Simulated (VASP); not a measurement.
VASP ran on this input.

POSCAR:
```
HfO2
1
    0.0000000000     2.5908000000     2.5908000000
    2.5908000000     0.0000000000     2.5908000000
    2.5908000000     2.5908000000     0.0000000000
Hf O
1 2
Direct
  0.0000000000   0.0000000000   0.0000000000
  0.2500000000   0.2500000000   0.2500000000
  0.7500000000   0.7500000000   0.7500000000
```

**INCAR**
```
SYSTEM = HfO2
PREC = Accurate
ENCUT = 520
EDIFF = 1E-6
NELM = 100
ALGO = Normal
LREAL = .FALSE.
LASPH = .TRUE.
ISMEAR = 0
SIGMA = 0.05
GGA = PE
LMAXMIX = 6
LWAVE = .FALSE.
LCHARG = .FALSE.
ISIF = 2
```

KPOINTS:
```
Automatic mesh
0
Gamma
6 6 6
0 0 0
```

POTCAR, in this order: Hf_pv O (PBE.64 set). Program: vasp_gam.

What VASP printed:

### standard output
```
 POSCAR found type information on POSCAR HfO
 POSCAR found :  2 types and       3 ions
 Reading from existing POTCAR
 Reading from existing POTCAR
 LDA part: xc-table for (Slater+PW92), standard interpolation

 -----------------------------------------------------------------------------
|                                                                             |
|     EEEEEEE  RRRRRR   RRRRRR   OOOOOOO  RRRRRR      ###     ###     ###     |
|     E        R     R  R     R  O     O  R     R     ###     ###     ###     |
|     E        R     R  R     R  O     O  R     R     ###     ###     ###     |
|     EEEEE    RRRRRR   RRRRRR   O     O  RRRRRR       #       #       #      |
|     E        R   R    R   R    O     O  R   R                               |
|     E        R    R   R    R   O     O  R    R      ###     ###     ###     |
|     EEEEEEE  R     R  R     R  OOOOOOO  R     R     ###     ###     ###     |
|                                                                             |
|     You are using the Gamma-point-only version with more than one           |
|     k-point or some other non-Gamma k-point.                                |
|                                                                             |
|       ---->  I REFUSE TO CONTINUE WITH THIS SICK JOB ... BYE!!! <----       |
|                                                                             |
 -----------------------------------------------------------------------------
```

Read the log: what went wrong, and how is it fixed?

The cause: the Γ-only program was given a k-mesh. VASP stops with an error: You are using the Gamma-point-only version with more than one k-point or some other non-Gamma k-point. ----> I REFUSE TO CONTINUE WITH THIS SICK JOB ... BYE!!! <---- To mend it, run vasp_std.

The mended run (PBE GGA, plane waves, VASP's PBE PAW potentials (set 64)) converges, and its OSZICAR ends with
```
   1 F= -.30151329E+02 E0= -.30151329E+02  d E =-.101894E-10
```

The compound is HfO2 in the fluorite structure, the high-temperature cubic form, which is unstable at 0 K; the monoclinic form is the stable one. The cell was not relaxed at this level.
